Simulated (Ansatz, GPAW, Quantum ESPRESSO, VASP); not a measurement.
**One structure in several programs: Ni3Si (Pm-3m, 4 atoms in the cell)**

Self-consistent single point, at a second geometry (lattice scaled by 0.98). First geometry:

```xyz
4
Lattice="3.5967 0.0000 0.0000 0.0000 3.5967 0.0000 0.0000 0.0000 3.5967" Properties=species:S:1:pos:R:3 pbc="T T T"
Si     0.0000     0.0000     0.0000
Ni     0.0000     1.7983     1.7983
Ni     1.7983     0.0000     1.7983
Ni     1.7983     1.7983     0.0000
```

Shared settings, as Ansatz (a program for electronic structure) writes them: kpoints.mp_grid.grid = 7 7 7; scf.occupations.method = gaussian; scf.occupations.width = 0.272 eV. Potentials and cutoffs stand in the table.

| code | model | ΔF from the first geometry (meV/atom) | pressure (GPa) | cutoff |
|---|---|---|---|---|
| Quantum ESPRESSO | PBE, GBRV 1.5 ultrasoft (PBE) pseudopotentials | -36.1 | -3.06 | 50 Ry |
| Ansatz | PBE, default PAW files | -36.7 | -3.17 | 420 eV |
| VASP | PBE, VASP's PBE PAW potentials (set 64) | -36.0 | -3.31 | 300 eV |
| GPAW | PBE, GPAW PAW datasets PBE (gpaw-data 1.0.1) | -29.9 | -1.13 | 800 eV |

On Ansatz's run: spin polarisation is off.

The spread over the programs that give each value: ΔF from the first geometry within 6.8 meV/atom; pressure within 2.18 GPa.

Ansatz's pressure is given at a fixed set of plane waves, as the other plane-wave codes print theirs; with its correction for the finite basis it is -3.11 GPa. In the pressure, GPAW (by 1.98) lies more than 1 GPa from the median of the plane-wave programs.

VASP's run is marked for a possible Pulay error in its stress at this cutoff; no cutoff test was made.

The starting cell has typed, rounded lattice constants, without a prior relaxation at this level. Its lattice was rescaled by a random factor within 2.5 % of one. For this run, on top of that: lattice scaled by 0.98.

Left out of this page: ABINIT, CP2K, Elk, FLEUR and SIESTA (not drawn, or without a comparable value).

Keys are those of Ansatz 0.2.
